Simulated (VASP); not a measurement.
Method: AM05 GGA, VASP's PBE PAW potentials (set 64) (plane waves; VASP).

VASP ran on this input.

File POSCAR:
```
SrO
1
    0.0000000000     2.5752688586     2.5752688586
    2.5752688586     0.0000000000     2.5752688586
    2.5752688586     2.5752688586    -0.0000000000
Sr O
1 1
Direct
  0.0000000000   0.0000000000   0.0000000000
  0.5000000000   0.5000000000   0.5000000000
```

**INCAR**
```
! general
SYSTEM  = SrO
PREC    = Accurate
ENCUT   = 520
LREAL   = .FALSE.
LASPH   = .TRUE.   ! aspherical one-centre terms

! electronic loop
EDIFF   = 1E-7   ! SCF stop (eV)
NELM    = 100
ALGO    = Normal
LMAXMIX = 4   ! l cut-off of mixed one-centre charges

! smearing
ISMEAR  = -5   ! tetrahedra, Bloechl

! functional
GGA     = AM

! ions
ISIF    = 2   ! forces and stress, cell fixed

! output
LWAVE   = .FALSE.
LCHARG  = .TRUE.
LORBIT  = 11
NEDOS   = 601
```

KPOINTS:
```
K-points
0
G
10 10 10
0 0 0
```

POTCAR, in this order: Sr_sv O (PBE.64 set). Program: vasp_std.

What VASP printed:

**OSZICAR**
```
       N       E                     dE             d eps       ncg     rms          rms(c)
DAV:   1     0.731693907365E+02    0.73169E+02   -0.87365E+03  1136   0.130E+03
DAV:   2    -0.106247275005E+02   -0.83794E+02   -0.77510E+02  1508   0.244E+02
DAV:   3    -0.140225043508E+02   -0.33978E+01   -0.33738E+01  1484   0.481E+01
DAV:   4    -0.141187661543E+02   -0.96262E-01   -0.96234E-01  1508   0.768E+00
DAV:   5    -0.141203784720E+02   -0.16123E-02   -0.16123E-02  1480   0.799E-01    0.174E+01
DAV:   6    -0.123174401424E+02    0.18029E+01   -0.90811E+00  1308   0.228E+01    0.205E+01
DAV:   7    -0.122048996398E+02    0.11254E+00   -0.54108E-01  1396   0.662E+00    0.118E+01
DAV:   8    -0.121972846522E+02    0.76150E-02   -0.13748E-01  1200   0.415E+00    0.736E-01
DAV:   9    -0.121981316846E+02   -0.84703E-03   -0.13333E-02  1596   0.974E-01    0.227E-01
DAV:  10    -0.121989517201E+02   -0.82004E-03   -0.11839E-03  1172   0.336E-01    0.609E-02
DAV:  11    -0.121991286355E+02   -0.17692E-03   -0.21370E-04  1332   0.126E-01    0.467E-02
DAV:  12    -0.121991515575E+02   -0.22922E-04   -0.35916E-05  1192   0.537E-02    0.299E-02
DAV:  13    -0.121991505342E+02    0.10233E-05   -0.23516E-06  1452   0.187E-02    0.380E-03
DAV:  14    -0.121991503801E+02    0.15410E-06   -0.32565E-07  1312   0.550E-03    0.140E-03
DAV:  15    -0.121991503351E+02    0.45002E-07   -0.53656E-08   884   0.219E-03
   1 F= -.12199150E+02 E0= -.12199150E+02  d E =0.000000E+00
```

File OUTCAR:
```
------------------------ aborting loop because EDIFF is reached ----------------------------------------
  FORCE on cell =-STRESS in cart. coord.  units (eV):
  Direction    XX          YY          ZZ          XY          YZ          ZX
  --------------------------------------------------------------------------------------
  Total       -0.0000526     -0.0000526     -0.0000526      0.0000000     -0.0000000      0.0000000
  in kB       -0.0024676     -0.0024676     -0.0024676      0.0000000     -0.0000000      0.0000000
  external PRESSURE =      -0.0024676 kB  Pullay stress =       0.0000000 kB
  volume of cell :       34.16
      direct lattice vectors                 reciprocal lattice vectors
     0.000000000  2.575268859  2.575268859    -0.194154485  0.194154485  0.194154485
     2.575268859  0.000000000  2.575268859     0.194154485 -0.194154485  0.194154485
     2.575268859  2.575268859  0.000000000     0.194154485  0.194154485 -0.194154485
  FREE ENERGIE OF THE ION-ELECTRON SYSTEM (eV)
  ---------------------------------------------------
  free  energy   TOTEN  =       -12.1991503351 eV

  energy  without entropy=      -12.1991503351  energy(sigma->0) =      -12.19915034

 total charge

# of ion       s       p       d       tot
------------------------------------------
    1        2.016   5.776   0.258   8.050
    2        1.549   3.408   0.000   4.957
--------------------------------------------------
tot          3.564   9.184   0.258  13.007
```
(Selected blocks of OUTCAR.)

The compound is SrO in the rock salt structure. It was relaxed first.
